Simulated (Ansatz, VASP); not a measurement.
# Cross-check of TiC between VASP and Ansatz

Aim: how closely do two programs agree when they are given the same cell, functional and k mesh? The cell is taken from a series of VASP runs on this material, whose earlier steps may have relaxed, scaled or displaced it; both programs get it as it stands.

Main program and level: Ansatz 0.2.0; plane waves, with VASP 6.6.1 beside it; relaxation of cell and atoms at PBEsol.

### Step 1. Set-up

The structure is cubic, space group Fm-3m (No. 225). Conventional cell: a = 4.294 Å, b = 4.294 Å, c = 4.294 Å, α = 90.00°, β = 90.00°, γ = 90.00°. Ti has 6 C at 2.15 Å nearest. Nearest to C lie 6 Ti at 2.15 Å. Farther neighbours are not listed.

Coordinates:

```cif
data_structure
_symmetry_space_group_name_H-M 'Fm-3m'
_symmetry_Int_Tables_number 225
_cell_length_a 4.2943
_cell_length_b 4.2943
_cell_length_c 4.2943
_cell_angle_alpha 90.000
_cell_angle_beta 90.000
_cell_angle_gamma 90.000
_cell_volume 79.19
loop_
_atom_site_label
_atom_site_type_symbol
_atom_site_symmetry_multiplicity
_atom_site_Wyckoff_symbol
_atom_site_fract_x
_atom_site_fract_y
_atom_site_fract_z
_atom_site_occupancy
Ti1 Ti 4 b 0.50000 0.00000 0.00000 1
C1 C 4 a 0.00000 0.00000 0.00000 1
```

### Step 2. VASP: relaxation of cell and atoms, PBEsol

The relaxed volume is the usual yardstick between codes: its relative difference is about their pressure difference at one cell divided by the bulk modulus.

Lines of VASP's logs that name or quote its potential files are left out, and so is its time.

The input, INCAR:

```
SYSTEM = TiC
PREC = Accurate
ENCUT = 520
EDIFF = 1E-07
NELM = 100
ISMEAR = 1
SIGMA = 0.15
LREAL = .FALSE.
ALGO = Normal
GGA = PS
NBANDS = 14
LASPH = .TRUE.
LORBIT = 11
LWAVE = .FALSE.
LCHARG = .FALSE.
KPAR = 4
IBRION = 2
NSW = 50
ISIF = 3
EDIFFG = -0.005
```

The input, POSCAR:

```
TiC
1.0
    0.0000000000      2.1471480261      2.1471480261
    2.1471480261      0.0000000000      2.1471480261
    2.1471480261      2.1471480261      0.0000000000
Ti C
1 1
Direct
    0.5000000000      0.5000000000      0.5000000000
    0.0000000000      0.0000000000      0.0000000000
```

The input, KPOINTS:

```
Automatic mesh
0
Gamma
18 18 18
0 0 0
```

The projector-augmented-wave data sets are Ti_sv and C (PBE family, release 64).

On the command line:

```bash
$ mpirun -np 4 vasp_std
```

Numbers of over 12 decimals in the logs are rounded to 6 here.

The program printed:

```text
[banner, memory and clock lines left out]
running    4 mpi-ranks, on    1 nodes
 distrk:  each k-point on    1 cores,    4 groups
 distr:  one band on    1 cores,    1 groups

 POSCAR found type information on POSCAR TiC
 POSCAR found :  2 types and       2 ions
|                                                                             |
|               ----> ADVICE to this user running VASP <----                  |
|                                                                             |
|     You enforced a specific xc type in the INCAR file but a different       |
|     [... a line on the potential file left out ...]
|     I HOPE YOU KNOW WHAT YOU ARE DOING!                                     |
|                                                                             |

 LDA part: xc-table for (Slater+PW92), standard interpolation
 POSCAR, INCAR and KPOINTS ok, starting setup
 FFT: planning ... GRIDC
 FFT: planning ... GRID_SOFT
 FFT: planning ... GRID
 WAVECAR not read
 entering main loop
       N       E                     dE             d eps       ncg     rms          rms(c)
DAV:   1     0.121726665620E+03    0.12173E+03   -0.85495E+03  5466   0.142E+03
DAV:   2    -0.139590645945E+02   -0.13569E+03   -0.12766E+03  5766   0.351E+02
DAV:   3    -0.247301260686E+02   -0.10771E+02   -0.10582E+02  8844   0.915E+01
DAV:   4    -0.251514212425E+02   -0.42130E+00   -0.42106E+00  6444   0.143E+01
DAV:   5    -0.251623585182E+02   -0.10937E-01   -0.10936E-01  7592   0.199E+00    0.189E+01
DAV:   6    -0.203611554939E+02    0.48012E+01   -0.12525E+01  7804   0.601E+01    0.665E+00
DAV:   7    -0.198437743193E+02    0.51738E+00   -0.20009E+00  6656   0.212E+01    0.528E+00
DAV:   8    -0.198100220410E+02    0.33752E-01   -0.11329E-01  6096   0.420E+00    0.311E+00
DAV:   9    -0.198056611727E+02    0.43609E-02   -0.10111E-01  6620   0.383E+00    0.813E-01
DAV:  10    -0.198042229148E+02    0.14383E-02   -0.97909E-03  7542   0.136E+00    0.708E-01
DAV:  11    -0.198020688572E+02    0.21541E-02   -0.56121E-03  5802   0.113E+00    0.127E-01
DAV:  12    -0.198020575618E+02    0.11295E-04   -0.36998E-04  6210   0.229E-01    0.416E-02
DAV:  13    -0.198020513585E+02    0.62033E-05   -0.15198E-05  7098   0.334E-02    0.598E-03
DAV:  14    -0.198020511303E+02    0.22823E-06   -0.49910E-07  6786   0.900E-03    0.240E-03
DAV:  15    -0.198020509778E+02    0.15244E-06   -0.82832E-08  4932   0.446E-03    0.120E-03
DAV:  16    -0.198020510024E+02   -0.24560E-07   -0.76447E-08  3400   0.340E-03
   1 F= -.19802051E+02 E0= -.19802015E+02  d E =-.198021E+02
 curvature:   0.00 expect dE= 0.000E+00 dE for cont linesearch  0.000E+00
 trial: gam= 0.00000 g(F)=  0.121E-60 g(S)=  0.564E-05 ort = 0.000E+00 (trialstep = 0.100E+01)
 search vector abs. value=  0.564E-05
 reached required accuracy - stopping structural energy minimisation
```

From OUTCAR (step 2):

```text
ion  position               nearest neighbor table
   1  0.500  0.500  0.500-   2 2.15   2 2.15   2 2.15   2 2.15   2 2.15   2 2.15
   2  0.000  0.000  0.000-   1 2.15   1 2.15   1 2.15   1 2.15   1 2.15   1 2.15

  LATTYP: Found a face centered cubic cell.
 ALAT       =     4.2942960522

 Subroutine GETGRP returns: Found 48 space group operations
 (whereof 48 operations were pure point group operations)

The static configuration has the point symmetry O_h .

 Found    195 irreducible k-points:

   k-points           NKPTS =    195   k-points in BZ     NKDIM =    195   number of bands    NBANDS=     14

   dimension x,y,z NGX =    24 NGY =   24 NGZ =   24
   dimension x,y,z NGXF=    48 NGYF=   48 NGZF=   48

   ENCUT  =  520.0 eV  38.22 Ry    6.18 a.u.   5.65  5.65  5.65*2*pi/ulx,y,z

   NELECT =      16.0000    total number of electrons

 k-points in reciprocal lattice and weights: Automatic mesh
   0.00000000  0.00000000  0.00000000       0.000
   0.05555556  0.00000000  0.00000000       0.001
   0.11111111  0.00000000  0.00000000       0.001
   0.16666667  0.00000000  0.00000000       0.001
   0.22222222  0.00000000  0.00000000       0.001
   0.27777778  0.00000000  0.00000000       0.001
   0.33333333  0.00000000  0.00000000       0.001
   0.38888889  0.00000000  0.00000000       0.001
   0.44444444  0.00000000  0.00000000       0.001
[...]
-0.27777778  0.44444444  0.22222222       0.004
  -0.27777778  0.50000000  0.22222222       0.002

 average (electrostatic) potential at core
       1 -70.5765       2 -44.2961

 E-fermi :   9.6101

 k-point     1 :       0.0000    0.0000    0.0000
  band No.  band energies     occupation
      1     -46.6484      2.00000
      2     -22.7607      2.00000
      3     -22.7607      2.00000
      4     -22.7607      2.00000
      5      -2.8800      2.00000
      6      10.2791     -0.00000
      7      10.2791     -0.00000
      8      10.2791     -0.00000
      9      11.3454     -0.00000
     10      11.3454     -0.00000
    ...

 k-point     2 :       0.0556    0.0000    0.0000
  band No.  band energies     occupation
      1     -46.6459      2.00000
      2     -22.7783      2.00000
      3     -22.7623      2.00000
      4     -22.7623      2.00000
      5      -2.8071      2.00000
      6       9.9143     -0.01457
      7      10.1441     -0.00001
      8      10.1441     -0.00001
      9      10.6894     -0.00000
     10      10.6895     -0.00000
    ...

 k-point     3 :       0.1111    0.0000    0.0000
  band No.  band energies     occupation
    ...
      4     -22.7670      2.00000
      5      -2.5921      2.00000
      6       9.1601      2.00019
      7       9.4959      1.95894
      8       9.4959      1.95893
      9      10.6788     -0.00000
     10      10.6788     -0.00000
     11      11.8530     -0.00000
     12      13.2586      0.00000
     13      13.2586      0.00000
    ...

  Total        0.0088278      0.0088278      0.0088278      0.0000000      0.0000000     -0.0000000
  in kB        0.7144105      0.7144105      0.7144105      0.0000000      0.0000000     -0.0000000
  external PRESSURE =       0.7144105 kB  Pullay stress =       0.0000000 kB

  energy-cutoff  :      520.00
  volume of cell :       19.80
      direct lattice vectors                 reciprocal lattice vectors
     0.000000000  2.147148026  2.147148026    -0.232867038  0.232867038  0.232867038
     2.147148026  0.000000000  2.147148026     0.232867038 -0.232867038  0.232867038
     2.147148026  2.147148026  0.000000000     0.232867038  0.232867038 -0.232867038

 POSITION                                       TOTAL-FORCE (eV/Angst)
 -----------------------------------------------------------------------------------
      2.14715      2.14715      2.14715        -0.000000     -0.000000      0.000000
      0.00000      0.00000      0.00000         0.000000      0.000000     -0.000000
 -----------------------------------------------------------------------------------
    total drift:                               -0.000000     -0.000000      0.000000

  FREE ENERGIE OF THE ION-ELECTRON SYSTEM (eV)
  ---------------------------------------------------
  free  energy   TOTEN  =       -19.8020510024 eV

  energy  without entropy=      -19.8019415368  energy(sigma->0) =      -19.80201451

 reached required accuracy - stopping structural energy minimisation

 total charge
# of ion       s       p       d       tot
------------------------------------------
    1        2.206   6.263   1.995  10.464
    2        0.893   1.505   0.000   2.399
--------------------------------------------------
tot          3.099   7.769   1.995  12.863

[... 3 further parts left out ...]
```

### Step 3. Ansatz: relaxation of cell and atoms, PBEsol

Ansatz runs on its default PAW (the set named soft_2) files.

The same cell, functional, mesh and smearing now go to Ansatz, which takes its cutoff from its data sets.

The input, input.yaml:

```yaml
crystal:
  lattice:
    - [0.0, 2.1471480261, 2.1471480261]
    - [2.1471480261, 0.0, 2.1471480261]
    - [2.1471480261, 2.1471480261, 0.0]
  atoms:
    - { symbol: Ti, position: [0.5, 0.5, 0.5] }
    - { symbol: C, position: [0.0, 0.0, 0.0] }
hamiltonian:
  xc: pbesol
  pseudopotentials: { kind: paw }
kpoints:
  mp_grid: { grid: [18, 18, 18] }
scf:
  occupations: { method: methfessel_paxton, width: 0.15 }
relax:
  f_tol: 0.01
  max_steps: 60
  cell: { stress_tol: 0.05 }
output:
  forces: true
  stress: true
  write_density: true
  write_potential: true
  elf: true
  volumetric_format: npy
```

On the command line:

```bash
$ ansatz run input.yaml --threads 4 --pin off --max-ram 9216MiB --backend cpu --events-out ev --progress --plain --runs-dir out
```

The program printed:

```text
Engine: ansatz 0.2.0, aarch64-unknown-linux-gnu
Pseudopotentials: kind: paw
Pseudopotential: Ti, paw, valence charge 12, recommended cutoff 420 eV (normal), Ti.paw.azcp
Pseudopotential: C, paw, valence charge 4, recommended cutoff 420 eV (normal), C.paw.azcp
Functional definition: PBEsol
  exchange = pbesol_x
  correlation = pbesol_c
Crystal: 2 atoms, lattice volume = 19.798 Å³
Basis set: ecut = 420 eV, 387 PW (Γ), exchange–correlation on 48×48×48 points (8 copies of the dense FFT grid, shifted against one another)
Bands: 12, of which v1, the nominal top of the filled ones, is band 8 counted from 1 (7 counted from 0)
Symmetry: 48 space group operations
Space group: Fm-3m (ITA 225), of the structure as read, at distance tolerance 2.7e-5 Å
k-points: 195 of 5832
Non-local potential: Ti, projectors of the file, l = 0: 3, l = 1: 2, l = 2: 3, l = 3: 1
Non-local potential: C, projectors of the file, l = 0: 2, l = 1: 2, l = 2: 1
PAW form: soft (Blöchl's): semilocal exchange-correlation on the pseudo side does not see the compensation charge
PAW frozen core: Ti, regenerated for the run's functional, and the local potential with it (the file was generated under x = pbe(κ = 0.804, μ = 0.219515), c = pbe(β = 0.066725))
PAW frozen core: C, regenerated for the run's functional, and the local potential with it (the file was generated under x = pbe(κ = 0.804, μ = 0.219515), c = pbe(β = 0.066725))
PAW one-centre angular grid: Ti, 590 points (default); XC on 64 Gauss nodes
PAW one-centre angular grid: C, 110 points (default); XC on 64 Gauss nodes
Initial density: superposition of atomic densities (neutral atoms: chi_scale 0, normalization atom), corrected by the library's trained network
Initial wavefunctions: pseudopotential atomic-orbital guess
Functional: x = pbesol(κ = 0.804, μ = 0.123457), c = pbesol(β = 0.046)
SCF iter   1: F=—  HF=-2722.425217 eV  |F-HF|=—  |Δ(HF+E_count)|=         —  Δρ=1.04e-2  dr2=2.43e-2  ethr=1.77e-3  ⟨swp⟩=4.3  Hψ=11647  notcnv=0
preconditioner: auto → none  [metal: Δε(μ)=0.054 eV  Ē_g=8.022 eV  σ=0.150 eV  W_gap=0.30  n_scr=8 (ndim 8)  ℏωp=23.6 eV  f_vac=0.000  D(μ)=0.32/eV (n_scr^D=0)  sad-step TF]
SCF iter   2: F=—  HF=-2722.421592 eV  |F-HF|=—  |Δ(HF+E_count)|=   3.62e-3  S|Δr|=    0.00e0  Δρ=6.95e-3  dr2=1.19e-2  ethr=1.52e-4  ⟨swp⟩=1.0  Hψ=3900  notcnv=0
SCF iter   3: F=—  HF=-2722.419228 eV  |F-HF|=—  |Δ(HF+E_count)|=   2.36e-3  S|Δr|=    0.00e0  Δρ=6.23e-4  dr2=4.68e-5  ethr=7.43e-5  ⟨swp⟩=2.1  Hψ=2834  notcnv=0
SCF iter   4: F=—  HF=-2722.419212 eV  |F-HF|=—  |Δ(HF+E_count)|=   1.57e-5  S|Δr|=    0.00e0  Δρ=1.14e-4  dr2=1.13e-6  ethr=2.93e-7  ⟨swp⟩=2.9  Hψ=3901  notcnv=0
SCF iter   5: F=-2722.419213 eV  HF=-2722.419213 eV  |F-HF|=5.76e-9  |Δ(HF+E_count)|=   7.40e-7  S|Δr|=    0.00e0  Δρ=6.36e-6  dr2=8.37e-9  ethr=6.25e-10  ⟨swp⟩=7.2  Hψ=11336  notcnv=0
SCF 1 converged in 5 iterations: F = -2722.419213 eV  dr2 = 8.37e-9
  greatest PAW one-centre occupation: 0.999 electrons in one spin orbital (limit 2), on the Ti atom at site 0 (counted from 0), in its partial waves of l = 0
relax step   1: F+E_penalty+E_count = -2722.41921253 eV  Δ(F+E_penalty+E_count) = +0.000e0 eV  max|allowed force component| = 1.571e-29 eV/Å  Δτ_max = 0.0000 Å  P = -0.192 GPa  Ω = 19.798 Å³  (5 SCF iters, dr2 threshold 1.00e-7 eV, accepted)
[...]
relax step   2: F+E_penalty+E_count = -2722.41924123 eV  Δ(F+E_penalty+E_count) = -2.871e-5 eV  max|allowed force component| = 6.344e-30 eV/Å  Δτ_max = 0.0000 Å  P = -0.026 GPa  Ω = 19.786 Å³  energy of the carried Pulay correction = +2.042e-5 eV  (3 SCF iters, dr2 threshold 9.23e-8 eV, accepted)
[...]
relax step   3: F+E_penalty+E_count = -2722.41922646 eV  Δ(F+E_penalty+E_count) = +1.477e-5 eV  max|allowed force component| = 1.620e-29 eV/Å  Δτ_max = 0.0000 Å  P = -0.027 GPa  Ω = 19.786 Å³  stress off target by 2.74e-2 GPa  SCF on the basis re-selected at this cell (its energy is not comparable with the rows above)  (3 SCF iters)
basis re-selected at this cell: Δ(F+E_penalty+E_count) = +1.477e-5 eV, ΔP = -0.001 GPa vs the last step (what re-selecting the basis moved, of the pressure what is left beyond the Pulay correction that the steps carried, after the strain that the cell walked since its last selection, with what the two solves' SCF thresholds leave and, on support functions, any second-order correction that the steps lacked; it is no m [...]
SCF converged after 3 iterations
Stability not checked: this state was not tested for a lower state beside it, because cold or Methfessel-Paxton smearing, or corrected tetrahedra, fill the levels in a way that the test cannot read (fill_not_monotonic; see scf.lower_state_search)
Free energy (F): -2722.419226 eV
Harris-Foulkes:  -2722.419226 eV  (|F-HF|=5.00e-12)
Internal energy: -2722.419114 eV  (E = F + TS)
E sigma→0 (E₀):  -2722.419198 eV
Entropy (-TS):   -0.000112 eV (-0.056 meV/atom)
Fermi energy:    15.041599 eV
Step filling:    the computed levels leave a gap of 0.0328 eV = 0.2 smearing widths at the electron count; against every level under it full and every level over it empty, smearing changes F+E_penalty+E_count by +0.044 meV and its σ→0 estimate by +0.072 meV
--- Per-component energies (eV) ---
  E_band       = -103.820476
  E_kinetic    = 363.221163
  E_local      = -759.612313  (includes V_loc(G=0)·N_el)
  E_nonlocal   = 33.354521
  E_hartree    = 309.167990
  E_xc         = -146.730642
  E_vxc        = -183.959092  (∫ρ·V_xc dr)
  E_paw        = -1116.377492  (= ΣΔE_a)
  E_vpaw       = -175.160861  (= ΣTr[D̂ρ^β])
  E_aug_tail   = 0.000138  (compensation charges beyond the density's cutoff)
  E_ewald      = -1405.602965
  E_core_change = 0.160485  (= ΣΔE_core)
  E_smearing   = -0.000112  (= −TS)
  E_closure    = -0.000000  (closes the sum)
  Σ components = -2722.419226   (vs F -2722.419226, Δ=0.00e0)
--- Forces (eV/Å), atoms counted from 1 ---
  atom   1  Ti     0.00000000    -0.00000000     0.00000000
  atom   2  C     -0.00000000     0.00000000     0.00000000
  max |Σ_I F_I| component: 3.07e-29 eV/Å
--- Stress (GPa, compression-positive) ---
       -0.027372      -0.000000      -0.000000
       -0.000000      -0.027372      -0.000000
       -0.000000      -0.000000      -0.027372
  P = ⅓ Tr σ = -0.0274 GPa (-0.274 kbar)
--- Band table (eV; the first three rows and the last of 195) ---
  k-point 0: bands = [... 4 lower, 2.5423, 15.7166, 15.7166, 15.7166, 16.7739, 16.7739, 16.7739, 16.8348]
  k-point 1: bands = [... 4 lower, 2.6156, 15.3486, 15.5797, 15.5797, 16.1272, 16.1272, 16.9787, 17.7263]
  k-point 2: bands = [... 4 lower, 2.8315, 14.5913, 14.9288, 14.9288, 16.1181, 16.1181, 17.2881, 18.7006]
  k-point 194: bands = [... 4 lower, 5.4864, 11.7427, 11.9332, 12.3341, 17.6224, 18.1794, 18.7138, 20.2538]
--- Relaxed structure (2 steps of the walk, 2 accepted, 1 SCFs on fresh bases) ---
  F+E_penalty+E_count = -2722.41922646 eV   max|allowed force component| = 1.620e-29 eV/Å   (the final SCF, on the basis selected at the relaxed cell)
  cell:  # Å, volume = 19.7856 Å³
    - [0, 2.146707, 2.146707]
    - [2.146707, 0, 2.146707]
    - [2.146707, 2.146707, 0]
  atoms:
    - { symbol: Ti, position: [0.5, 0.5, 0.5] }
    - { symbol: C, position: [0, 0, 0] }
```

Elapsed: 2.5 s, on 4 threads of Arm Neoverse V1, shared host; peak memory 0.37 GiB.

### Step 4. Side by side

Known differences besides the potentials themselves: both relaxations stop at a tolerance, which leaves soft axes loose, and VASP keeps its plane-wave basis; the cutoff is 420 eV in Ansatz and 520 eV in VASP; Ansatz makes its cores anew for this functional, VASP keeps those of its PBE data sets; Ansatz adds a Pulay correction to the stress that steers its cell, VASP none. Total energies have different zeros and are not compared.

The two programs side by side:

| quantity | Ansatz | VASP | difference |
| --- | --- | --- | --- |
| volume (Å³) | 19.79 | 19.80 | -0.06 % |
| edge a after relaxation, in the typed setting (Å) | 3.036 | 3.037 | -0.02 % |

The walks stopped with -0.03 GPa left in Ansatz and 0.07 GPa in VASP; each walk ends within a tolerance, so the volume difference is uncertain by about these residues over the bulk modulus, most in soft cells.

### Step 5. What came out

```
difference in volume (relaxation of cell and atoms, PBEsol) : -0.062 %
```

What this shows: The difference in volume is -0.062 % (relaxation of cell and atoms, PBEsol), within the 1.2 % picked in this series as the mark of a large difference, as far as the stopping tolerances let one tell. How closely two codes agree says nothing of how well the functional describes the real material.

[Lines on the potential files, build, host, timing and source positions are cut from VASP's logs without a mark.]

[Logs are printed without paths, hosts, clocks, repeated set-up lines and the standing remarks that a program may print on its own settings, such as how far it seeks lower states.]

[Hosts, paths, dates, database ids (printed as entryN), source tags and the programs' standing remarks are cut or masked in the printed files.]
